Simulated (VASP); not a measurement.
Be3GaSb3:

```
Be Ga Sb
1.0
     6.15104    0.00000    0.00000
    -3.07552    5.32696    0.00000
     0.00000    0.00000    3.85159
Be Ga Sb
3 1 3
Cartesian
  3.0755 0.0000 0.0000
  -1.5378 2.6635 0.0000
  1.5378 2.6635 0.0000
  0.0000 0.0000 0.0000
  0.0000 3.5513 0.0000
  3.0755 1.7757 0.0000
  0.0000 0.0000 1.9258
```

The cell was built by a generator and needn't be a form met in nature.

The cell isn't the ideal one: random cell by space group and Wyckoff sites (P6/mmm, No. 191).

| Property | Result |
| --- | --- |
| Program | VASP 6.6.1 |
| Task | relaxation of cell and atoms |
| Functional | PBE |
| Potentials or basis | VASP PAW PBE potentials, release 64 (Be, Ga_d, Sb) |
| Cutoff | 600 eV |
| k mesh | 3 × 3 × 4 |
| Occupations | gaussian, width 0.1 eV |
| Spin | no spin polarisation |

At the start: pressure 84.6 GPa; volume 18.03 Å³/atom.

**Question.** How do energy, volume and symmetry change on relaxing?

**Answer.** Over 9 steps the energy falls by 2913.0 meV/atom and the volume is 37.94 Å³/atom (+110.4 %); space group P6/mmm (No. 191, to 0.05 Å).

Step by step:
```csv
step,energy change (eV),largest force (eV/Å),pressure (GPa),volume (Å³)
1,0.0000,0.0000,84.59,126.20
2,-17.6962,0.0000,-4.46,392.01
3,-20.3319,0.0000,1.18,254.99
4,-20.3492,0.0000,-0.71,272.04
5,-20.3664,0.0000,-0.01,264.96
6,-20.3628,0.0000,0.38,261.50
7,-20.3857,0.0000,0.40,261.91
8,-20.3865,0.0000,0.41,262.01
9,-20.3911,0.0000,0.03,265.56
```

Final structure:
```
Be Ga Sb
1.0
     7.86448    0.00000    0.00000
    -3.93224    6.81084    0.00000
     0.00000    0.00000    4.95776
Be Ga Sb
3 1 3
Direct
  0.50000 0.00000 0.00000
  0.00000 0.50000 0.00000
  0.50000 0.50000 0.00000
  0.00000 0.00000 0.00000
  0.33333 0.66667 0.00000
  0.66667 0.33333 0.00000
  0.00000 0.00000 0.50000
```

Caveat: the k mesh is coarse (spacing up to 0.41 Å⁻¹), so the values aren't converged; the volume moved by over 15 % at a fixed basis, so the end points are rough.
